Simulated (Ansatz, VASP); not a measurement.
## MoC3: VASP beside Ansatz

```
CELL_PARAMETERS angstrom
3.23520 0.00000 0.00000
0.00000 3.23520 0.00000
0.00000 0.00000 3.23520
ATOMIC_POSITIONS crystal
Mo 0.00000 0.00000 0.00000
C 0.00000 0.50000 0.50000
C 0.50000 0.00000 0.50000
C 0.50000 0.50000 0.00000
```

Alike in both runs: task relaxation of cell and atoms; functional PBE; k mesh 14 × 14 × 14; occupations gaussian, width 0.1 eV; no spin polarisation.

```csv
,VASP,Ansatz
version,VASP 6.6.1,Ansatz 0.2.0
potentials or method,"VASP PAW PBE potentials, release 64 (Mo_sv, C)","scalar-relativistic, plane waves, PAW"
plane-wave cutoff (eV),600,420
valence electrons in the cell,26,26
```

Ansatz gave:

```
gap on the k mesh at the Fermi level, each at its own relaxed structure (eV) : none
relaxed volume (Å³/atom)                                                     : 8.49
relaxed cell length with the largest relative difference (Å)                 : 3.238
```

Problem. Estimate VASP's values.

Solution. gap on the k mesh at the Fermi level, each at its own relaxed structure (eV): none; relaxed volume (Å³/atom): 8.49; relaxed cell length with the largest relative difference (Å): 3.239.

A gap of «none» marks a metal or a gap that the smearing closes.
